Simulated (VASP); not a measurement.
VASP runs on SiRu (space group P2_13) share one base input (PBEsol GGA, plane waves, VASP's PBE PAW potentials (set 64)) and change the settings named in each case.

### INCAR
```
! general
SYSTEM  = SiRu
PREC    = Accurate
ENCUT   = 300   ! plane-wave cut-off (eV)
LREAL   = F   ! projection in real space or not
LASPH   = T   ! aspherical one-centre terms

! electronic loop
EDIFF   = 1E-6   ! SCF stop (eV)
NELM    = 100
ALGO    = Normal
LMAXMIX = 4   ! l cut-off of mixed one-centre charges

! smearing
ISMEAR  = -1   ! Fermi-Dirac
SIGMA   = 0.01

! functional
GGA     = PS

! ions
ISIF    = 2   ! forces and stress, cell fixed

! output
LWAVE   = F
LCHARG  = F
```

### KPOINTS
```
Automatic mesh
0
Gamma
6 6 6
0 0 0
```

POSCAR:
```
SiRu
4.746740
  1.0000000000   0.0000000000   0.0000000000
  0.0000000000   1.0000000000   0.0000000000
  0.0000000000   0.0000000000   1.0000000000
Si Ru
4 4
Cart
  0.1624200000   0.3375800000   0.6624200000
  0.3375800000   0.6624200000   0.1624200000
  0.6624200000   0.1624200000   0.3375800000
  0.8375800000   0.8375800000   0.8375800000
  0.8705900000   0.6294100000   0.3705900000
  0.6294100000   0.3705900000   0.8705900000
  0.3705900000   0.8705900000   0.6294100000
  0.1294100000   0.1294100000   0.1294100000
```

POTCAR, in this order: Si Ru_pv (PBE.64 set). Program: vasp_std.

```tsv
change	E(σ→0) (eV/atom)	pressure (GPa)	largest force (eV/Å)	gap on the mesh (eV)	−TS (eV)
base run	-8.6494	-8.51	0.094	0.26	0.0000
ISMEAR = 1, SIGMA = 0.3	-8.6483	-8.56	0.108	0.26	0.0381
ISMEAR = -5, SIGMA removed	-8.6494	-8.51	0.094	0.26	0.0000
ISMEAR = 0	-8.6494	-8.51	0.094	0.26	0.0000
GGA removed, POTCAR Si Ru_pv (LDA.64 set)	-8.9927	-12.27	0.214	0.24	0.0000
GGA = PE	-7.9560	-2.19	0.054	0.26	0.0000
GGA = RP	-7.4844	[?]	[?]	0.27	0.0000
GGA = RE	-7.5856	[?]	[?]	0.27	0.0000
GGA removed, LMIXTAU = .TRUE., METAGGA = R2SCAN	-17.7515	-6.30	0.168	0.34	0.0000
GGA = 91	-7.9150	-0.84	0.093	0.26	0.0000
```

**Question.** Some entries are withheld; supply them.

**Answer.** 
- GGA = RE, pressure (GPa): -0.09
- GGA = RE, largest force (eV/Å): 0.013
- GGA = RP, pressure (GPa): 0.70
- GGA = RP, largest force (eV/Å): 0.018

Energies of different potentials or functionals have different zeros.  At 300 eV the pressure can carry a Pulay error.

Left out are runs that ran out of time, are held back, or changed the cell or the kind of run, fixed moments of cells without a moment, rows past the twelfth, gaps on odd meshes, pressures of charged cells and columns that move by less than the noise.

The structure comes from a computed database's SiRu entry; how it stands against other phases isn't given here. The cell was not relaxed at this level, forces remain on its atoms, its lattice was scaled by up to 2.5 %.
